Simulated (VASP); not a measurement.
Computed with PBEsol GGA, VASP's PBE PAW potentials (set 64) (plane waves; VASP).

The input files of a VASP run:

### INCAR
```
NELM=100   # most electronic steps
SYSTEM=SiC
LREAL=.FALSE.   # projection in real space or not
ISMEAR=-5
PREC=Accurate
ENCUT=520
NEDOS=601   # DOS grid
LEFG=.TRUE.
GGA=PS   # PBEsol
LCHARG=.TRUE.
LASPH=.TRUE.   # aspherical one-centre terms
EDIFF=1E-7   # SCF stop (eV)
ALGO=Normal   # blocked Davidson
ISIF=2
LWAVE=.FALSE.
LORBIT=11   # lm-projected
```

POSCAR:
```
SiC
1
    1.5398142416    -2.6670365841     0.0000000000
    1.5398142416     2.6670365841     0.0000000000
    0.0000000000     0.0000000000    10.0816312562
Si C
4 4
Direct
  0.0000000000   0.0000000000   0.0003045880
  0.0000000000   0.0000000000   0.5003045880
  0.6666670000   0.3333330000   0.7502429382
  0.3333330000   0.6666670000   0.2502429382
  0.0000000000   0.0000000000   0.8128435970
  0.0000000000   0.0000000000   0.3128435970
  0.6666670000   0.3333330000   0.5622388768
  0.3333330000   0.6666670000   0.0622388768
```

KPOINTS:
```
Automatic mesh
0
Gamma
9 9 3
0 0 0
```

POTCAR, in this order: Si C (PBE.64 set). Program: vasp_std.

Question: Estimate the energy per atom (σ→0).

Answer: 
```json
{
  "energy per atom (σ→0)": "-7.959 eV/atom"
}
```

OSZICAR:
```
...
DAV:   8    -0.636749700070E+02    0.50555E-01   -0.10629E-01  1173   0.183E+00    0.791E-01
DAV:   9    -0.636706695026E+02    0.43005E-02   -0.11466E-02  1233   0.623E-01    0.159E-01
DAV:  10    -0.636708765725E+02   -0.20707E-03   -0.77255E-04  1253   0.165E-01    0.667E-02
DAV:  11    -0.636708850149E+02   -0.84424E-05   -0.68828E-05  1233   0.595E-02    0.132E-02
DAV:  12    -0.636708855697E+02   -0.55481E-06   -0.44707E-06  1267   0.122E-02    0.474E-03
DAV:  13    -0.636708859660E+02   -0.39628E-06   -0.32041E-07  1019   0.333E-03    0.193E-03
DAV:  14    -0.636708859397E+02    0.26329E-07   -0.27867E-08   804   0.111E-03
   1 F= -.63670886E+02 E0= -.63670886E+02  d E =0.000000E+00
```

The compound is SiC in the 4h structure. It was relaxed first.
